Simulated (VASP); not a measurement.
Runs of VASP 6.6.1 on Zr3MoC. Symmetry: Pm-3m, No. 221, cubic system. Conventional cell: a = 4.943 Å, b = 4.943 Å, c = 4.943 Å, α = 90.00°, β = 90.00°, γ = 90.00°. Around Zr (site symmetry 4/mmm) lie 2 Mo at 2.47 Å. Mo (site symmetry m-3m) has 6 Zr at 2.47 Å as nearest neighbours. C (site symmetry m-3m) has 12 Zr at 3.49 Å as nearest neighbours. The cell was built by a generator and needn't be a form met in nature.

| task | level | potentials or basis | cell | cutoff (eV) | gap on the mesh (eV) | pressure (GPa) | relaxed volume (Å³/atom) |
| --- | --- | --- | --- | --- | --- | --- | --- |
| band structure | PBE | VASP PAW PBE potentials, release 64 (Zr_sv, Mo_sv, C_h) | as given | 900 | - | 1.0 | - |
| relaxation of cell and atoms | revPBE | VASP PAW PBE potentials, release 64 (Zr_sv, Mo_sv, C) | relaxed | 600 | none | 0.0 | 24.87 |
| relaxation of cell and atoms | PBE | VASP PAW PBE potentials, release 64 (Zr_sv, Mo_sv, C) | relaxed | 600 | none | 0.0 | 24.45 |
| band structure | PBE | VASP PAW PBE potentials, release 64 (Zr_sv, Mo, C) | as given | 900 | - | (b) | - |
| relaxation of cell and atoms | RPBE | VASP PAW PBE potentials, release 64 (Zr_sv, Mo_sv, C) | relaxed | 600 | none | 0.0 | 25.03 |
| band structure | PBE | VASP PAW PBE potentials, release 64 (Zr_sv, Mo_pv, C) | as given | 900 | - | 1.0 | - |
| relaxation of cell and atoms | PBE+D3(BJ) | VASP PAW PBE potentials, release 64 (Zr_sv, Mo_sv, C) | relaxed | 600 | none | 0.0 | 23.53 |
| relaxation of cell and atoms | PBE+TS | VASP PAW PBE potentials, release 64 (Zr_sv, Mo_sv, C) | relaxed | 600 | none | -0.1 | (a) |

Alike in all rows: no spin polarisation; k mesh 5 × 5 × 5; smearing fermi-dirac 0.05 eV.

Fill in the values left out.

(a) 22.39; (b) 1.5.

Caveats: the PAW data sets were made with another functional, which shifts forces and pressure a little (some runs); pairwise dispersion overbinds metals, which lowers pressure and volume (some runs); the cutoff is under 1.25 times the usual one of these potentials, so pressure, stress and relaxed cells hold a basis-set (Pulay) error (some runs); atom-pairwise D2, TS and ULG terms overbind metals (some runs).

A k mesh can miss the band edges, and the runs leave out spin-orbit coupling on Mo, Zr.

A gap of «none» marks a metal or a gap under the smearing width.

Not every run made on this cell is shown here.
